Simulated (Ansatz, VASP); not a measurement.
# Ni (Ni wire along [110], 8 atoms a period): VASP beside Ansatz, part 2 of 2

Wanted: the spread between two codes on one cell, functional and k mesh. Of the first pair: The structure shown is the start of the Ansatz relaxation below; VASP solves that cell, so the two are compared at the walk's first step.

VASP 6.6.1 and Ansatz 0.2.0.

So far: Set-up; Ansatz: relaxation, PBE.

## Step 3: VASP: single point, PBE, start cell, pair 1

Level of this step: PBE, spin-polarised from a ferromagnetic start; plane waves and PAW (Ni) (VASP).

The same cell, functional, mesh and smearing now go to VASP, with its own data sets.

Lines of VASP's logs that name or quote its potential files are left out, and so is its time.

Input file INCAR:

```
SYSTEM = Ni
PREC = Accurate
ENCUT = 520
EDIFF = 1E-06
NELM = 200
ISMEAR = -1
SIGMA = 0.05
LREAL = .FALSE.
ALGO = Normal
GGA = PE
NBANDS = 57
ISPIN = 2
MAGMOM = 0.82 0.82 0.82 0.82 0.7 0.7 0.82 0.82
LASPH = .TRUE.
LMAXMIX = 4
LORBIT = 11
LWAVE = .FALSE.
LCHARG = .FALSE.
ISIF = 2
GGA_COMPAT = .FALSE.
KPAR = 2
```

Input file POSCAR:

```
Ni
1.0
   10.3200000000      0.0000000000      0.0000000000
    0.0000000000     11.7780000000      0.0000000000
    0.0000000000      0.0000000000      2.4890160000
Ni
8
Direct
    0.3294573643      0.7113275599      0.0000000000
    0.3294573643      0.5000000000      0.0000000000
    0.6705426357      0.7113275599      0.0000000000
    0.6705426357      0.5000000000      0.0000000000
    0.5000000000      0.3943362201      0.5000000000
    0.5000000000      0.6056637799      0.5000000000
    0.3294573643      0.2886724401      0.0000000000
    0.6705426357      0.2886724401      0.0000000000
```

Input file KPOINTS:

```
Automatic mesh
0
Gamma
1 1 33
0 0 0
```

PAW data sets: Ni (PBE family, release 64).

Launch:

```console
mpirun -np 2 vasp_std
```

Numbers of over 12 decimals in the logs are rounded to 6 here.

Log:

```text
[banner, memory and clock lines left out]
running    2 mpi-ranks, on    1 nodes
 distrk:  each k-point on    1 cores,    2 groups
 distr:  one band on    1 cores,    1 groups

 POSCAR found type information on POSCAR Ni
 POSCAR found :  1 types and       8 ions
 LDA part: xc-table for (Slater+PW92), standard interpolation
 POSCAR, INCAR and KPOINTS ok, starting setup
 FFT: planning ... GRIDC
 FFT: planning ... GRID_SOFT
 FFT: planning ... GRID
 WAVECAR not read
 entering main loop
       N       E                     dE             d eps       ncg     rms          rms(c)
DAV:   1     0.530839869124E+03    0.53084E+03   -0.33236E+04  3876   0.140E+03
DAV:   2    -0.450265219015E+01   -0.53534E+03   -0.50786E+03  3876   0.308E+02
DAV:   3    -0.400164323386E+02   -0.35514E+02   -0.32802E+02  4221   0.112E+02
DAV:   4    -0.406879527640E+02   -0.67152E+00   -0.66892E+00  4187   0.165E+01
DAV:   5    -0.407029289288E+02   -0.14976E-01   -0.14975E-01  5893   0.163E+00    0.215E+01
DAV:   6    -0.431751956714E+02   -0.24723E+01   -0.56970E+01  4457   0.983E+01    0.379E+01
DAV:   7    -0.402453716517E+02    0.29298E+01   -0.34781E+01  4369   0.110E+02    0.299E+01
DAV:   8    -0.354367743984E+02    0.48086E+01   -0.85931E+00  5154   0.427E+01    0.179E+01
DAV:   9    -0.360207853842E+02   -0.58401E+00   -0.10932E+01  4528   0.460E+01    0.174E+01
DAV:  10    -0.352371142706E+02    0.78367E+00   -0.37680E+00  4397   0.313E+01    0.102E+01
DAV:  11    -0.349771710706E+02    0.25994E+00   -0.72405E-01  4980   0.144E+01    0.227E+00
DAV:  12    -0.349820153133E+02   -0.48442E-02   -0.24854E-01  4010   0.482E+00    0.114E+00
DAV:  13    -0.349778888321E+02    0.41265E-02   -0.34668E-02  3983   0.174E+00    0.854E-01
DAV:  14    -0.349763604264E+02    0.15284E-02   -0.69161E-03  5186   0.146E+00    0.456E-01
DAV:  15    -0.349770579964E+02   -0.69757E-03   -0.26522E-03  3972   0.556E-01    0.246E-01
DAV:  16    -0.349779466039E+02   -0.88861E-03   -0.13541E-03  4398   0.480E-01    0.200E-01
DAV:  17    -0.349786716965E+02   -0.72509E-03   -0.89704E-04  3922   0.320E-01    0.113E-01
DAV:  18    -0.349793371460E+02   -0.66545E-03   -0.43233E-04  4206   0.228E-01    0.103E-01
DAV:  19    -0.349797593840E+02   -0.42224E-03   -0.22340E-04  3910   0.184E-01    0.488E-02
DAV:  20    -0.349800064163E+02   -0.24703E-03   -0.78177E-05  3906   0.117E-01    0.605E-02
DAV:  21    -0.349800905146E+02   -0.84098E-04   -0.31028E-05  3956   0.812E-02    0.761E-03
DAV:  22    -0.349801078591E+02   -0.17344E-04   -0.10241E-05  3996   0.236E-02    0.177E-02
DAV:  23    -0.349801056376E+02    0.22216E-05   -0.51678E-06  3717   0.382E-02    0.970E-03
DAV:  24    -0.349801050980E+02    0.53954E-06   -0.14398E-06  2855   0.153E-02
   1 F= -.34980105E+02 E0= -.34915312E+02  d E =-.129586E+00  mag=     6.1877
```

OUTCAR, selected parts (step 3):

```text
ion  position               nearest neighbor table
   1  0.329  0.711  0.000-   6 2.49   6 2.49   2 2.49
   2  0.329  0.500  0.000-   5 2.49   6 2.49   5 2.49   6 2.49   1 2.49   7 2.49
   3  0.671  0.711  0.000-   6 2.49   6 2.49   4 2.49
   4  0.671  0.500  0.000-   5 2.49   6 2.49   5 2.49   6 2.49   3 2.49   8 2.49
   5  0.500  0.394  0.500-   2 2.49   4 2.49   2 2.49   4 2.49   7 2.49   8 2.49   7 2.49   8 2.49
                             6 2.49
   6  0.500  0.606  0.500-   2 2.49   4 2.49   2 2.49   4 2.49   1 2.49   3 2.49   3 2.49   1 2.49
                             5 2.49
   7  0.329  0.289  0.000-   5 2.49   5 2.49   2 2.49
   8  0.671  0.289  0.000-   5 2.49   5 2.49   4 2.49

  LATTYP: Found a simple orthorhombic cell.
 ALAT       =     2.4890160000
 B/A-ratio  =     4.1462168182
 C/A-ratio  =     4.7319904733

 Subroutine GETGRP returns: Found  8 space group operations
 (whereof  8 operations were pure point group operations)

The static configuration has the point symmetry D_2h.

 Found     17 irreducible k-points:

   k-points           NKPTS =     17   k-points in BZ     NKDIM =     17   number of bands    NBANDS=     57

   dimension x,y,z NGX =    80 NGY =   90 NGZ =   20
   dimension x,y,z NGXF=   160 NGYF=  180 NGZF=   40

   ENCUT  =  520.0 eV  38.22 Ry    6.18 a.u.  19.19 21.90  4.63*2*pi/ulx,y,z

   NELECT =      80.0000    total number of electrons

 k-points in reciprocal lattice and weights: Automatic mesh
   0.00000000  0.00000000  0.00000000       0.030
   0.00000000  0.00000000  0.03030303       0.061
   0.00000000  0.00000000  0.06060606       0.061
   0.00000000  0.00000000  0.09090909       0.061
   0.00000000  0.00000000  0.12121212       0.061
   0.00000000  0.00000000  0.15151515       0.061
   0.00000000  0.00000000  0.18181818       0.061
   0.00000000  0.00000000  0.21212121       0.061
   0.00000000  0.00000000  0.24242424       0.061
[...]
0.00000000  0.00000000  0.45454545       0.061
   0.00000000  0.00000000  0.48484848       0.061

 average (electrostatic) potential at core
       1 -91.1273       2 -91.3960       3 -91.1273       4 -91.3960       5 -91.6465
       6 -91.6465       7 -91.1273       8 -91.1273

 E-fermi :  -0.2924

 spin component 1
 k-point     1 :       0.0000    0.0000    0.0000
  band No.  band energies     occupation
    ...
     41      -0.9220      1.00000
     42      -0.9201      1.00000
     43      -0.8987      0.99999
     44      -0.8803      0.99999
     45      -0.8434      0.99998
     46      -0.1275      0.03566
     47       0.2054      0.00005
     48       0.6208      0.00000
     49       1.5821      0.00000
     50       1.6583      0.00000
    ...

 k-point     2 :       0.0000    0.0000    0.0303
  band No.  band energies     occupation
    ...
     41      -0.9433      1.00000
     42      -0.9281      1.00000
     43      -0.9151      1.00000
     44      -0.8676      0.99999
     45      -0.8418      0.99998
     46      -0.0911      0.01755
     47       0.2410      0.00002
     48       0.6566      0.00000
     49       1.6290      0.00000
     50       1.6886      0.00000
    ...

 k-point     3 :       0.0000    0.0000    0.0606
  band No.  band energies     occupation
    ...
     41      -0.9651      1.00000
     42      -0.9580      1.00000
     43      -0.9414      1.00000
     44      -0.9264      1.00000
     45      -0.7575      0.99991
     46       0.0109      0.00232
     47       0.3399      0.00000
     48       0.7587      0.00000
     49       1.7647      0.00000
     50       1.7783      0.00000
    ...

 k-point     4 :       0.0000    0.0000    0.0909
  band No.  band energies     occupation
    ...
     41      -1.0117      1.00000
     42      -0.9805      1.00000
     43      -0.9579      1.00000
     44      -0.8855      0.99999
     45      -0.6472      0.99917
     46       0.1645      0.00011
     47       0.4863      0.00000
     48       0.9158      0.00000
     49       1.9238      0.00000
     50       1.9771      0.00000
    ...

 k-point     5 :       0.0000    0.0000    0.1212
  band No.  band energies     occupation
    ...
     41      -1.0403      1.00000
     42      -0.9906      1.00000
     43      -0.9658      1.00000
     44      -0.7856      0.99995
     45      -0.5173      0.98900
     46       0.3581      0.00000
     47       0.6683      0.00000
     48       1.1167      0.00000
     49       2.1202      0.00000
     50       2.2525      0.00000
    ...

 k-point     6 :       0.0000    0.0000    0.1515
  band No.  band energies     occupation
    ...
     41      -1.0369      1.00000
     42      -0.9767      1.00000
     43      -0.9669      1.00000
     44      -0.6678      0.99945
     45      -0.3684      0.82070
     46       0.5844      0.00000
     47       0.8799      0.00000
     48       1.3532      0.00000
     49       2.3627      0.00000
     50       2.5793      0.00000
    ...

  Total       -4.7798912     -7.5776499     -9.3913374      0.0000000      0.0000000      0.0000000
  in kB      -25.3133519    -40.1297247    -49.7346530      0.0000000      0.0000000      0.0000000
  external PRESSURE =     -38.3925765 kB  Pullay stress =       0.0000000 kB

  energy-cutoff  :      520.00
  volume of cell :      302.54
      direct lattice vectors                 reciprocal lattice vectors
    10.320000000  0.000000000  0.000000000     0.096899225  0.000000000  0.000000000
     0.000000000 11.778000000  0.000000000     0.000000000  0.084904058  0.000000000
     0.000000000  0.000000000  2.489016000     0.000000000  0.000000000  0.401765196

 POSITION                                       TOTAL-FORCE (eV/Angst)
 -----------------------------------------------------------------------------------
      3.40000      8.37802      0.00000         0.505109     -0.928185      0.000000
      3.40000      5.88900      0.00000         0.381057      0.000000     -0.000000
      6.92000      8.37802      0.00000        -0.505109     -0.928185     -0.000000
      6.92000      5.88900      0.00000        -0.381057      0.000000      0.000000
      5.16000      4.64449      1.24451         0.000000     -0.699824      0.000000
      5.16000      7.13351      1.24451         0.000000      0.699824      0.000000
      3.40000      3.39998      0.00000         0.505109      0.928185      0.000000
      6.92000      3.39998      0.00000        -0.505109      0.928185     -0.000000
 -----------------------------------------------------------------------------------
    total drift:                                0.000000     -0.000000      0.000000

  FREE ENERGIE OF THE ION-ELECTRON SYSTEM (eV)
  ---------------------------------------------------
  free  energy   TOTEN  =       -34.9801050980 eV

  energy  without entropy=      -34.8505191845  energy(sigma->0) =      -34.91531214

 total charge
# of ion       s       p       d       tot
------------------------------------------
    1        0.463   0.202   8.332   8.998
    2        0.458   0.336   8.314   9.108
    3        0.463   0.202   8.332   8.998
    4        0.458   0.336   8.314   9.108
    5        0.482   0.463   8.293   9.238
    6        0.482   0.463   8.293   9.238
    7        0.463   0.202   8.332   8.998
    8        0.463   0.202   8.332   8.998
--------------------------------------------------
tot          3.732   2.407  66.544  72.683

 magnetization (x)
# of ion       s       p       d       tot
------------------------------------------
    1        0.004  -0.008   0.839   0.835
    2       -0.009  -0.019   0.802   0.774
    3        0.004  -0.008   0.839   0.835
    4       -0.009  -0.019   0.802   0.774
    5       -0.009  -0.024   0.718   0.685
    6       -0.009  -0.024   0.718   0.685
    7        0.004  -0.008   0.839   0.835
    8        0.004  -0.008   0.839   0.835
--------------------------------------------------
tot         -0.020  -0.119   6.396   6.257

[... 6 further parts left out ...]
```

The magnetic state follows from one typed start and may not be the lowest.

## Step 4: Comparison

Known differences besides the potentials themselves: VASP starts from the moments at which Ansatz ended; the data sets hold 144 valence electrons in Ansatz (on its PAW soft_1 files) and 80 in VASP; the cutoff is 420 eV in Ansatz and 520 eV in VASP. Total energies have different zeros and are not compared.

Forces (eV/Å; atoms numbered as in POSCAR):

```csv
atom,"Ansatz x, y, z","VASP x, y, z"
Ni1,"0.507, -0.938, 0.000","0.505, -0.928, 0.000"
Ni2,"0.388, 0.000, 0.000","0.381, 0.000, 0.000"
Ni3,"-0.507, -0.938, 0.000","-0.505, -0.928, 0.000"
Ni4,"-0.388, 0.000, 0.000","-0.381, 0.000, 0.000"
Ni5,"0.000, -0.715, 0.000","0.000, -0.700, 0.000"
Ni6,"0.000, 0.715, 0.000","0.000, 0.700, 0.000"
Ni7,"0.507, 0.938, 0.000","0.505, 0.928, 0.000"
Ni8,"-0.507, 0.938, 0.000","-0.505, 0.928, 0.000"
```

The forces differ by 6.5 meV/Å r.m.s., which is 1.3 % of the r.m.s. force of 0.489 eV/Å (both taken over all components). Moments aren't recorded for both runs of this pair, so they may hold unlike magnetic states.

## Step 5: Ansatz: relaxation, PBE

This run makes the geometry at which the two programs are then compared. The cell compared in this pair holds 289.93 Å³, against 302.54 Å³ for the pair before.

The structure compared here is the end of the Ansatz relaxation.

Input file input.yaml:

```yaml
crystal:
  lattice:
    - [10.32, 0.0, 0.0]
    - [0.0, 11.778, 0.0]
    - [0.0, 0.0, 2.4890158698]
  atoms:
    - { symbol: Ni, position: [0.329457364, 0.711328896, 0.0], spin: 0.8 }
    - { symbol: Ni, position: [0.329457364, 0.500001347, 0.0], spin: 0.8 }
    - { symbol: Ni, position: [0.670542636, 0.711328896, 0.0], spin: 0.8 }
    - { symbol: Ni, position: [0.670542636, 0.500001347, 0.0], spin: 0.8 }
    - { symbol: Ni, position: [0.5, 0.394337573, 0.5], spin: 0.8 }
    - { symbol: Ni, position: [0.5, 0.605665122, 0.5], spin: 0.8 }
    - { symbol: Ni, position: [0.329457364, 0.288673799, 0.0], spin: 0.8 }
    - { symbol: Ni, position: [0.670542636, 0.288673799, 0.0], spin: 0.8 }
magnetization:
  spin_polarized: true
kpoints:
  mp_grid: { grid: [1, 1, 33] }
scf:
  occupations: { method: fermi_dirac, width: 0.05 }
hamiltonian:
  xc: pbe
  pseudopotentials: { kind: paw, azcp: { folder: soft_1 } }
relax:
  cell: { fix: [a, b, alpha, beta, gamma] }
  max_steps: 45
  f_tol: 0.03
```

Launch:

```console
ansatz run input.yaml --threads 4 --pin off --max-ram 16384MiB --backend cpu --events-out ev --progress --plain --runs-dir out
```

Log:

```text
[...]
Crystal: 8 atoms, lattice volume = 302.537 Å³
Basis set: ecut = 420 eV, 5893 PW (Γ), exchange–correlation on 144×160×36 points (8 copies of the dense FFT grid, shifted against one another)
Bands: 91, of which v1, the nominal top of the filled ones, is band 72 counted from 1 (71 counted from 0)
Symmetry: 8 space group operations
[...]
- { symbol: Ni, position: [0.319400, 0.694740, 0.0] }
    - { symbol: Ni, position: [0.339623, 0.500000, 0.0] }
    - { symbol: Ni, position: [0.680600, 0.694740, 0.0] }
    - { symbol: Ni, position: [0.660377, 0.500000, 0.0] }
    - { symbol: Ni, position: [0.500000, 0.383276, 0.5] }
    - { symbol: Ni, position: [0.500000, 0.616724, 0.5] }
    - { symbol: Ni, position: [0.319400, 0.305260, 0.0] }
    - { symbol: Ni, position: [0.680600, 0.305260, 0.0] }
[key lines of the parts left out:]
SCF converged after 11 iterations
Magnetization: 6.1054 μB (75.0527 up, 68.9473 down)
Free energy (F): -46709.533116 eV
Fermi energy:    2.397207 eV
P = ⅓ Tr σ = -0.0652 GPa (-0.652 kbar)
```

## Step 6: VASP: single point, PBE, relaxed cell, pair 2

The same cell, functional, mesh and smearing now go to VASP, with its own data sets.

Changes to INCAR since step 3:

```diff
@@ -2,3 +2,3 @@
 PREC = Accurate
-ENCUT = 520
+ENCUT = 600
 EDIFF = 1E-06
```

Input file POSCAR:

```
Ni
1.0
   10.3200000000      0.0000000000      0.0000000000
    0.0000000000     11.7780000000      0.0000000000
    0.0000000000      0.0000000000      2.3853045395
Ni
8
Direct
    0.3193996769      0.6947403074      0.0000000000
    0.3396234808      0.5000000000      0.0000000000
    0.6806003231      0.6947403074      0.0000000000
    0.6603765192      0.5000000000      0.0000000000
    0.5000000000      0.3832756728      0.5000000000
    0.5000000000      0.6167243272      0.5000000000
    0.3193996769      0.3052596926      0.0000000000
    0.6806003231      0.3052596926      0.0000000000
```

KPOINTS is that of step 3.

Launch:

```console
mpirun -np 2 vasp_std
```

Log:

```text
[... set-up lines as in an earlier step ...]
 entering main loop
       N       E                     dE             d eps       ncg     rms          rms(c)
DAV:   1     0.575817159125E+03    0.57582E+03   -0.36339E+04  3876   0.157E+03
DAV:   2     0.838867066377E+00   -0.57498E+03   -0.54562E+03  3876   0.328E+02
DAV:   3    -0.407447162367E+02   -0.41584E+02   -0.38472E+02  4209   0.125E+02
DAV:   4    -0.415931032410E+02   -0.84839E+00   -0.84466E+00  4159   0.190E+01
[...]
DAV:  23    -0.355905072331E+02   -0.23982E-05   -0.22777E-06  3096   0.168E-02    0.132E-02
DAV:  24    -0.355905046093E+02    0.26238E-05   -0.21476E-06  3008   0.211E-02    0.330E-03
DAV:  25    -0.355905041084E+02    0.50088E-06   -0.11515E-06  2760   0.765E-03
   1 F= -.35590504E+02 E0= -.35531018E+02  d E =-.118973E+00  mag=     6.0245
```

From OUTCAR (step 6):

```text
  Total        0.0027180     -0.4003314     -0.0650787      0.0000000      0.0000000     -0.0000000
  in kB        0.0150196     -2.2122546     -0.3596286      0.0000000      0.0000000     -0.0000000
  external PRESSURE =      -0.8522879 kB  Pullay stress =       0.0000000 kB

 POSITION                                       TOTAL-FORCE (eV/Angst)
 -----------------------------------------------------------------------------------
      3.29620      8.18265      0.00000        -0.010977     -0.023539     -0.000000
      3.50491      5.88900      0.00000         0.013117      0.000000      0.000000
      7.02380      8.18265      0.00000         0.010977     -0.023539      0.000000
      6.81509      5.88900      0.00000        -0.013117      0.000000      0.000000
      5.16000      4.51422      1.19265         0.000000      0.025746      0.000000
      5.16000      7.26378      1.19265         0.000000     -0.025746      0.000000
      3.29620      3.59535      0.00000        -0.010977      0.023539     -0.000000
      7.02380      3.59535      0.00000         0.010977      0.023539      0.000000
 -----------------------------------------------------------------------------------
    total drift:                                0.000000      0.000000     -0.000000

  FREE ENERGIE OF THE ION-ELECTRON SYSTEM (eV)
  ---------------------------------------------------
  free  energy   TOTEN  =       -35.5905041084 eV

  energy  without entropy=      -35.4715310299  energy(sigma->0) =      -35.53101757

 magnetization (x)
# of ion       s       p       d       tot
------------------------------------------
    1        0.002  -0.009   0.804   0.797
    2       -0.010  -0.020   0.806   0.776
    3        0.002  -0.009   0.804   0.797
    4       -0.010  -0.020   0.806   0.776
    5       -0.009  -0.025   0.694   0.660
    6       -0.009  -0.025   0.694   0.660
    7        0.002  -0.009   0.804   0.797
    8        0.002  -0.009   0.804   0.797
--------------------------------------------------
tot         -0.031  -0.128   6.217   6.058

[... 1 part as in an earlier step ...]

[... 2 further parts left out ...]
[key lines of the parts left out:]
E-fermi :  -0.1669
```

## Step 7: Side by side

What differs besides the data sets and the points named for the pairs above, as far as they apply: the data sets hold 144 valence electrons in Ansatz (on its PAW soft_1 files) and 80 in VASP; the cutoff is 420 eV in Ansatz and 600 eV in VASP; Ansatz's pressure holds a Pulay correction, VASP's none; site moments are counted in spheres of each program's own size. Total energies have different zeros and are not compared.

Compared:

```csv
quantity,Ansatz,VASP,difference
pressure (GPa),-0.07,-0.09,+0.02
total moment (μB),6.11,6.02,+0.08
moment on Ni1 (μB),0.82,0.80,+0.02
moment on Ni3 (μB),0.82,0.80,+0.02
moment on Ni7 (μB),0.82,0.80,+0.02
moment on Ni8 (μB),0.82,0.80,+0.02
moment on Ni4 (μB),0.82,0.78,+0.04
moment on Ni2 (μB),0.82,0.78,+0.04
moment on Ni6 (μB),0.70,0.66,+0.04
moment on Ni5 (μB),0.70,0.66,+0.04
```

At this near-relaxed geometry the largest component of a force difference is 10 meV/Å.

## Step 8: Outcome

| Quantity | Value |
| --- | --- |
| r.m.s. force difference (single point, PBE, start cell, pair 1) | 1.3 % of the r.m.s. force |
| difference in total moment (single point, PBE, relaxed cell, pair 2) | 0.081 μB |

The r.m.s. force difference is 1.3 % of the r.m.s. force (single point, PBE, start cell, pair 1), within the 3 % picked in this series as the mark of a large difference. The data sets hold unlike numbers of valence electrons (144 in Ansatz and 80 in VASP), so part of the differences comes from the potentials. Such differences can come from data sets, numerical settings and the points named under the comparisons, not from the functional's error against experiment.

[Lines on the potential files, build, host, timing and source positions are cut from VASP's logs without a mark.]

[Logs are printed without paths, hosts, clocks, repeated set-up lines and the standing remarks that a program may print on its own settings, such as how far it seeks lower states.]

[Hosts, paths, dates, database ids (printed as entryN), source tags and the programs' standing remarks are cut or masked in the printed files.]
